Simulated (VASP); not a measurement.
VASP ran on this input.

File POSCAR:
```
Al
1
    0.0000000000     3.8266425000     3.8266425000
    3.8266425000     0.0000000000     3.8266425000
    3.8266425000     3.8266425000     0.0000000000
Al
1
Direct
  0.0000000000   0.0000000000   0.0000000000
```

**INCAR**
```
SYSTEM = Al
PREC = Accurate
ENCUT = 400
EDIFF = 1E-6
NELM = 100
ALGO = Normal
LREAL = .FALSE.
LASPH = .TRUE.
ISMEAR = 1
SIGMA = 0.1
GGA = PE
LWAVE = .FALSE.
LCHARG = .FALSE.
ISIF = 2
```

**KPOINTS**
```
Automatic mesh
0
Gamma
4 4 4
0 0 0
```

POTCAR, in this order: Al (PBE.64 set). Program: vasp_std.

What VASP printed:

### standard output
```
 POSCAR found type information on POSCAR Al
 POSCAR found :  1 types and       1 ions
 Reading from existing POTCAR
 Reading from existing POTCAR
 LDA part: xc-table for (Slater+PW92), standard interpolation
 POSCAR, INCAR and KPOINTS ok, starting setup
 WAVECAR not read
 entering main loop
       N       E                     dE             d eps       ncg     rms          rms(c)
DAV:   1     0.888343638675E-01    0.88834E-01   -0.31512E+02    80   0.168E+02
DAV:   2    -0.777643085425E+00   -0.86648E+00   -0.86090E+00   120   0.161E+01
DAV:   3    -0.817628927432E+00   -0.39986E-01   -0.39973E-01    85   0.282E+00
DAV:   4    -0.818387522930E+00   -0.75860E-03   -0.75859E-03   115   0.608E-01
DAV:   5    -0.818417126268E+00   -0.29603E-04   -0.29603E-04   120   0.109E-01    0.288E-01
DAV:   6    -0.816844757992E+00    0.15724E-02   -0.36998E-03    95   0.331E-01    0.194E-01
DAV:   7    -0.818367226074E+00   -0.15225E-02   -0.14075E-02    95   0.642E-01    0.650E-02
DAV:   8    -0.819269666833E+00   -0.90244E-03   -0.14590E-03    80   0.208E-01    0.152E-02
DAV:   9    -0.819317426801E+00   -0.47760E-04   -0.58202E-05    95   0.449E-02    0.986E-03
DAV:  10    -0.819329220489E+00   -0.11794E-04   -0.23252E-05    90   0.227E-02    0.182E-03
DAV:  11    -0.819330687613E+00   -0.14671E-05   -0.19199E-06   110   0.644E-03    0.208E-03
DAV:  12    -0.819330368690E+00    0.31892E-06   -0.73269E-07    85   0.438E-03
   1 F= -.81933037E+00 E0= -.82003349E+00  d E =0.210936E-02
```

File OUTCAR:
```
------------------------ aborting loop because EDIFF is reached ----------------------------------------
  FORCE on cell =-STRESS in cart. coord.  units (eV):
  Direction    XX          YY          ZZ          XY          YZ          ZX
  --------------------------------------------------------------------------------------
  Total       -1.0327922     -1.0327922     -1.0327922      0.0000000     -0.0000000      0.0000000
  in kB      -14.7652183    -14.7652183    -14.7652183      0.0000000     -0.0000000      0.0000000
  external PRESSURE =     -14.7652183 kB  Pullay stress =       0.0000000 kB
  volume of cell :      112.07
      direct lattice vectors                 reciprocal lattice vectors
     0.000000000  3.826642500  3.826642500    -0.130662846  0.130662846  0.130662846
     3.826642500  0.000000000  3.826642500     0.130662846 -0.130662846  0.130662846
     3.826642500  3.826642500  0.000000000     0.130662846  0.130662846 -0.130662846
 POSITION                                       TOTAL-FORCE (eV/Angst)
 -----------------------------------------------------------------------------------
      0.00000      0.00000      0.00000         0.000000     -0.000000      0.000000
 -----------------------------------------------------------------------------------
    total drift:                               -0.000000     -0.000000     -0.000000
  FREE ENERGIE OF THE ION-ELECTRON SYSTEM (eV)
  ---------------------------------------------------
  free  energy   TOTEN  =        -0.8193303687 eV

  energy  without entropy=       -0.8214397303  energy(sigma->0) =       -0.82003349
```
(Selected blocks of OUTCAR.)

**Question.** The run ends quietly. Is anything wrong with it?

**Answer.** The cause: the lattice was typed in bohr, and VASP reads ångström. The run ends without an error. Against the sound run, the energy per atom (σ→0) rises by 2.933 eV/atom; the pressure falls by 1.09 GPa; the volume goes up by 570 %. To mend it, correct POSCAR, correct KPOINTS.
**POSCAR**
```
Al
1
    0.0000000000     2.0250000000     2.0250000000
    2.0250000000     0.0000000000     2.0250000000
    2.0250000000     2.0250000000     0.0000000000
Al
1
Direct
  0.0000000000   0.0000000000   0.0000000000
```
### KPOINTS
```
Automatic mesh
0
Gamma
12 12 12
0 0 0
```
The mended run (PBE GGA, plane waves, VASP's PBE PAW potentials (set 64)) converges, and its OSZICAR ends with
```
   1 F= -.37531730E+01 E0= -.37534303E+01  d E =0.771969E-03
```

The compound is Al in the fcc structure. The cell was not relaxed at this level.
